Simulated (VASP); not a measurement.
An input for Quantum ESPRESSO's pw.x (written as the equivalent of a VASP run, and not itself run):

```
&CONTROL
  calculation = 'vc-relax'
  pseudo_dir = './pseudo'
  outdir = './out'
  tprnfor = .true.
  tstress = .true.
  nstep = 60
  forc_conv_thr = 0.00039
/
&SYSTEM
  ibrav = 0
  nat = 2
  ntyp = 2
  ecutwfc = 74
  occupations = 'smearing'
  smearing = 'gaussian'
  degauss = 0.003675
  input_dft = 'pbesol'
/
&ELECTRONS
  conv_thr = 7.3e-08
  electron_maxstep = 100
/
&IONS
/
&CELL
/
ATOMIC_SPECIES
  Li 6.940 Li.upf
  H 1.008 H.upf
CELL_PARAMETERS angstrom
     0.0000000    2.0367500    2.0367500
     2.0367500    0.0000000    2.0367500
     2.0367500    2.0367500    0.0000000
ATOMIC_POSITIONS crystal
  Li   0.0000000  0.0000000  0.0000000
  H    0.5000000  0.5000000  0.5000000
K_POINTS automatic
  10 10 10 0 0 0
```

Question: Write the VASP files for the same calculation (PBEsol).

Answer: One answer among several that fit: 
**KPOINTS**
```
Regular mesh
0
gamma
10 10 10
0 0 0
```

### INCAR
```
SYSTEM = LiH
PREC = Accurate
ENCUT = 520
EDIFF = 1E-6
NELM = 100
ALGO = Normal
LREAL = .FALSE.
LASPH = .TRUE.
ISMEAR = 0
SIGMA = 0.05
GGA = PS
LWAVE = .FALSE.
LCHARG = .FALSE.
IBRION = 2
ISIF = 3
NSW = 60
EDIFFG = -0.01
```

File POSCAR:
```
LiH
1
    0.0000000000     2.0367500000     2.0367500000
    2.0367500000     0.0000000000     2.0367500000
    2.0367500000     2.0367500000     0.0000000000
Li H
1 1
Direct
  0.0000000000   0.0000000000   0.0000000000
  0.5000000000   0.5000000000   0.5000000000
```

POTCAR, in this order: Li_sv H (PBE.64 set). Program: vasp_std.

Limits of the translation: the potentials are each code's own (VASP's PAW set, PseudoDojo norm-conserving files in pw.x), so ENCUT and ecutwfc are chosen apart and not converted; conv_thr bounds pw.x's estimated SCF error, while EDIFF bounds the energy change between steps; forc_conv_thr acts on force components and is met together with etot_conv_thr.

The structure comes from a measured LiH entry (Fm-3m) of the Crystallography Open Database, whose conditions weren't checked. This run relaxes it. Symmetry was kept, so distortions that lower it aren't found.
